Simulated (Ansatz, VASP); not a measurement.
# Cross-check of SbAs between VASP and Ansatz, part 2 of 2

Wanted: the spread between two codes on one cell, functional and k mesh. The cell is generated by rule, not measured, and may not be a known phase. The cell is taken from a series of runs on this material, whose earlier steps may have relaxed, scaled, displaced or heated it; both programs get it as it stands.

VASP 6.6.1 and Ansatz 0.2.0.

So far: The starting structure; VASP: zone-centre phonons, PBEsol.

The structure was built from a prototype and need not be the compound's stable phase.

## 3. Ansatz: zone-centre phonons, PBEsol

Level of this step: Ansatz beside VASP: Kohn-Sham DFT, plane waves, PBEsol (Ansatz).

Ansatz runs on its default PAW (the set named soft_2) files.

The same cell, functional, mesh and smearing now go to Ansatz, which takes its cutoff from its data sets.

input.yaml

```yaml
crystal:
  lattice:
    - [4.863994785, -3.2096e-06, 0.0]
    - [-2.4319946129, 4.2123446524, 0.0]
    - [0.0, 0.0, 6.0103731548]
  atoms:
    - { symbol: Sb, position: [0.3333333333, 0.6666666667, -0.0351829437] }
    - { symbol: Sb, position: [0.6666666667, 0.3333333333, 0.4648170563] }
    - { symbol: As, position: [0.3333333333, 0.6666666667, 0.4101829437] }
    - { symbol: As, position: [0.6666666667, 0.3333333333, 0.9101829437] }
kpoints:
  mp_grid: { grid: [12, 12, 6] }
hamiltonian:
  xc: pbesol
scf:
  occupations: { method: methfessel_paxton, width: 0.2 }
output:
  eigenvalues: true
phonons:
  method: dfpt
```

Launch:

```sh
$ ansatz run input.yaml --threads 4 --pin off --max-ram 7168MiB --backend cpu --events-out ev --progress --plain --runs-dir out
```

Numbers of over 12 decimals in the logs are rounded to 6 here.

What it wrote:

```text
Engine: ansatz 0.2.0, aarch64-unknown-linux-gnu
Pseudopotentials: kind: paw
Pseudopotential: Sb, paw, valence charge 15, recommended cutoff 420 eV (normal), Sb.paw.azcp
Pseudopotential: As, paw, valence charge 15, recommended cutoff 420 eV (normal), As.paw.azcp
Functional definition: PBEsol
  exchange = pbesol_x
  correlation = pbesol_c
Crystal: 4 atoms, lattice volume = 123.145 Å³
Basis set: ecut = 420 eV, 2415 PW (Γ), exchange–correlation on 72×72×96 points (8 copies of the dense FFT grid, shifted against one another)
Bands: 36, of which v1, the nominal top of the filled ones, is band 30 counted from 1 (29 counted from 0)
Symmetry: 12 space group operations
k-points: 242 of 864 (irreducible under 2 space group operations, time reversal used)
Non-local potential: Sb, projectors of the file, l = 0: 2, l = 1: 2, l = 2: 2, l = 3: 2
Non-local potential: As, projectors of the file, l = 0: 2, l = 1: 2, l = 2: 3, l = 3: 1
PAW form: soft (Blöchl's): semilocal exchange-correlation on the pseudo side does not see the compensation charge
PAW frozen core: Sb, regenerated for the run's functional, and the local potential with it (the file was generated under x = pbe(κ = 0.804, μ = 0.219515), c = pbe(β = 0.066725))
PAW frozen core: As, regenerated for the run's functional, and the local potential with it (the file was generated under x = pbe(κ = 0.804, μ = 0.219515), c = pbe(β = 0.066725))
PAW one-centre angular grid: Sb, 590 points (default); XC on 64 Gauss nodes
PAW one-centre angular grid: As, 590 points (default); XC on 64 Gauss nodes
Initial density: superposition of atomic densities (neutral atoms: chi_scale 0, normalization atom), corrected by the library's trained network
Initial wavefunctions: pseudopotential atomic-orbital guess
Functional: x = pbesol(κ = 0.804, μ = 0.123457), c = pbesol(β = 0.046)
SCF iter   1: F=—  HF=-22441.445507 eV  |F-HF|=—  |Δ(HF+E_count)|=         —  Δρ=2.73e-3  dr2=9.37e-3  ethr=1.77e-3  ⟨swp⟩=6.2  Hψ=33809  notcnv=0
preconditioner: auto → LDOS  [metal: Δε(μ)=0.035 eV  Ē_g=8.229 eV  σ=0.200 eV  W_gap=0.15  n_scr=22 (ndim 8)  ℏωp=15.0 eV  f_vac=0.119  D(μ)=1.53/eV (n_scr^D=8)  β→1.0]
SCF iter   2: F=—  HF=-22441.443718 eV  |F-HF|=—  |Δ(HF+E_count)|=   1.79e-3  S|Δr|=    0.00e0  Δρ=8.42e-4  dr2=1.52e-3  ethr=1.56e-5  ⟨swp⟩=2.0  Hψ=17978  notcnv=0
SCF iter   3: F=—  HF=-22441.443093 eV  |F-HF|=—  |Δ(HF+E_count)|=   6.25e-4  S|Δr|=    0.00e0  Δρ=2.10e-4  dr2=5.95e-5  ethr=2.53e-6  ⟨swp⟩=2.0  Hψ=15833  notcnv=0
SCF iter   4: F=—  HF=-22441.443055 eV  |F-HF|=—  |Δ(HF+E_count)|=   3.78e-5  S|Δr|=    0.00e0  Δρ=4.98e-5  dr2=3.41e-6  ethr=9.92e-8  ⟨swp⟩=2.0  Hψ=15937  notcnv=0
SCF iter   5: F=—  HF=-22441.443056 eV  |F-HF|=—  |Δ(HF+E_count)|=   5.14e-7  S|Δr|=    0.00e0  Δρ=1.63e-5  dr2=4.84e-7  ethr=5.68e-9  ⟨swp⟩=2.0  Hψ=15892  notcnv=0
SCF iter   6: F=—  HF=-22441.443056 eV  |F-HF|=—  |Δ(HF+E_count)|=   8.13e-8  S|Δr|=    0.00e0  Δρ=5.48e-6  dr2=4.88e-8  ethr=8.06e-10  ⟨swp⟩=2.0  Hψ=15892  notcnv=0
SCF iter   7: F=—  HF=-22441.443056 eV  |F-HF|=—  |Δ(HF+E_count)|=   5.04e-9  S|Δr|=    0.00e0  Δρ=1.07e-6  dr2=1.66e-9  ethr=8.13e-11  ⟨swp⟩=2.0  Hψ=13412  notcnv=0
SCF iter   8: F=—  HF=-22441.443056 eV  |F-HF|=—  |Δ(HF+E_count)|=   1.44e-9  S|Δr|=    0.00e0  Δρ=2.96e-7  dr2=1.33e-10  ethr=2.76e-12  ⟨swp⟩=2.0  Hψ=13551  notcnv=0
SCF iter   9: F=—  HF=-22441.443056 eV  |F-HF|=—  |Δ(HF+E_count)|=  2.18e-11  S|Δr|=    0.00e0  Δρ=9.97e-8  dr2=1.23e-11  ethr=1.00e-12  ⟨swp⟩=2.0  Hψ=12574  notcnv=0
SCF iter  10: F=-22441.443056 eV  HF=-22441.443056 eV  |F-HF|=0.00e0  |Δ(HF+E_count)|=  2.18e-11  S|Δr|=    0.00e0  Δρ=2.32e-8  dr2=6.65e-13  ethr=1.00e-12  ⟨swp⟩=8.4  Hψ=38484  notcnv=0
SCF 1 converged in 10 iterations: F = -22441.443056 eV  dr2 = 6.65e-13
  greatest PAW one-centre occupation: 0.999 electrons in one spin orbital (limit 2), on the As atom at site 3 (counted from 0), in its partial waves of l = 2
DFPT response loops at Γ: preconditioner auto → Kerker (q_TF=auto, 2.420 Å⁻¹) (partly filled bands, converged f_vac=0.123); β = 1.00, the filter's whole step (`scf.mixing.beta` (0.50) is not read by the response loops under this deck's `scf.mixing.preconditioner`; to damp them name `kerker` or `kerker_dos`, under which they read `scf.mixing.beta`, and type it under 1.00, their step now; both keys bind the ground state too); Broyden in place of MSR1
SCF converged after 10 iterations
Stability not checked: this state was not tested for a lower state beside it, because cold or Methfessel-Paxton smearing, or corrected tetrahedra, fill the levels in a way that the test cannot read (fill_not_monotonic; see scf.lower_state_search)
Free energy (F): -22441.443056 eV
Harris-Foulkes:  -22441.443056 eV  (|F-HF|=0.00e0)
Internal energy: -22441.443303 eV  (E = F + TS)
E sigma→0 (E₀):  -22441.443118 eV
Entropy (-TS):   0.000247 eV (0.062 meV/atom)
Fermi energy:    8.013039 eV
Step filling:    the computed levels leave a gap of 0.0217 eV = 0.1 smearing widths at the electron count; against every level under it full and every level over it empty, smearing changes F+E_penalty+E_count by +0.384 meV and its σ→0 estimate by +0.322 meV
--- Per-component energies (eV) ---
  E_band       = -946.488707
  E_kinetic    = 618.881735
  E_local      = -7690.824708  (includes V_loc(G=0)·N_el)
  E_nonlocal   = -610.008729
  E_hartree    = 3803.308772
  E_xc         = -431.480204
  E_vxc        = -350.316622  (∫ρ·V_xc dr)
  E_paw        = -12582.234227  (= ΣΔE_a)
  E_vpaw       = -520.837934  (= ΣTr[D̂ρ^β])
  E_aug_tail   = 0.000012  (compensation charges beyond the density's cutoff)
  E_ewald      = -5551.682524
  E_core_change = 2.596571  (= ΣΔE_core)
  E_smearing   = 0.000247  (= −TS)
  E_closure    = 0.000000  (closes the sum)
  Σ components = -22441.443056   (vs F -22441.443056, Δ=0.00e0)
--- Band table (eV; the first three rows and the last of 242) ---
  k-point 0: bands = [... 26 lower, 3.9474, 5.8181, 5.9249, 5.9249, 7.8056, 7.8056, 10.2084, 10.2084, ... 2 higher]
  k-point 1: bands = [... 26 lower, 4.0421, 5.7210, 5.7210, 6.3620, 7.9343, 7.9343, 9.9474, 9.9474, ... 2 higher]
  k-point 2: bands = [... 26 lower, 4.3174, 5.2548, 5.2548, 7.0023, 8.2746, 8.2746, 9.0123, 9.3757, ... 2 higher]
  k-point 241: bands = [... 26 lower, 5.8421, 5.8421, 7.4669, 7.4669, 8.3622, 8.3622, 9.3813, 9.3813, ... 2 higher]
--- Phonons (Γ-DFPT): 4 representative perturbations + reference, on 242 of 864 k-points (Σ response iterations 12) ---
  k mesh reduced under 2 symmetry operations, with k and −k counted as one. Each operation leaves every solved perturbation unchanged. A smaller set is not used because it would not reduce the number of displacements times k-points to solve
  ASR residual: 1.884e-5 → 0.000e0 eV/Å²; symmetrization residual: 2.185e-4 eV/Å²
  ASR residual per site (eV/Å²): 8.83e-6 8.83e-6 1.88e-5 1.88e-5
  Γ frequencies (cm⁻¹): 0.00 0.00 0.00 22.55 22.55 73.61 73.61 96.09 151.65 151.65 166.06 195.16
  non-analytic LO–TO correction: not included (Born effective charges unavailable; polar crystals: no LO–TO splitting at Γ)
```

In the SCF lines HF is the Harris–Foulkes energy and dr2 the Hartree energy of the density residual, in eV; the loop may stop once dr2 is under the threshold and the program's other checks hold. Hψ counts applications of the Hamiltonian.

## 4. Differences

Known differences besides the potentials themselves: the data sets hold 60 valence electrons in Ansatz (on its default PAW (the set named soft_2) files) and 20 in VASP; the cutoff is 420 eV in Ansatz and 500 eV in VASP; Ansatz makes its cores anew for this functional, VASP keeps those of its PBE data sets. Total energies have different zeros and are not compared.

The two programs side by side:

```tsv
quantity	Ansatz	VASP	difference
optical mode 1 to 2 (cm⁻¹)	22.6	21.4	+1.1
optical mode 3 to 4 (cm⁻¹)	73.6	78.3	-6.03 %
optical mode 5 (cm⁻¹)	96.1	96.9	-0.84 %
optical mode 6 to 7 (cm⁻¹)	151.7	154.0	-1.56 %
optical mode 8 (cm⁻¹)	166.1	169.3	-1.94 %
optical mode 9 (cm⁻¹)	195.2	199.0	-1.94 %
```

Modes are paired by rising frequency, not by their patterns, so a pair may set unlike modes beside each other; they are those without the splitting of longitudinal modes.

## 5. What came out

```json
{
  "r.m.s. difference of the optical zone-centre modes, each program's sorted by frequency (zone-centre phonons, PBEsol)": "3.1 cm⁻¹",
  "difference in optical mode 3 to 4 (zone-centre phonons, PBEsol)": "-6.0 %"
}
```

In words: The r.m.s. difference of the optical zone-centre modes, each program's sorted by frequency is 3.1 cm⁻¹ (zone-centre phonons, PBEsol). The data sets hold unlike numbers of valence electrons (60 in Ansatz and 20 in VASP), so part of the differences comes from the potentials. Among the rows given in per cent, the largest difference of the zone-centre phonons, PBEsol pair is in optical mode 3 to 4, -6.0 %. Such differences can come from data sets, numerical settings and the points named under the comparisons, not from the functional's error against experiment.

[Lines on the potential files, build, host, timing and source positions are cut from VASP's logs without a mark.]

[Logs are printed without paths, hosts, clocks, repeated set-up lines and the standing remarks that a program may print on its own settings, such as how far it seeks lower states.]

[Hosts, paths, dates, database ids (printed as entryN), source tags and the programs' standing remarks are cut or masked in the printed files.]
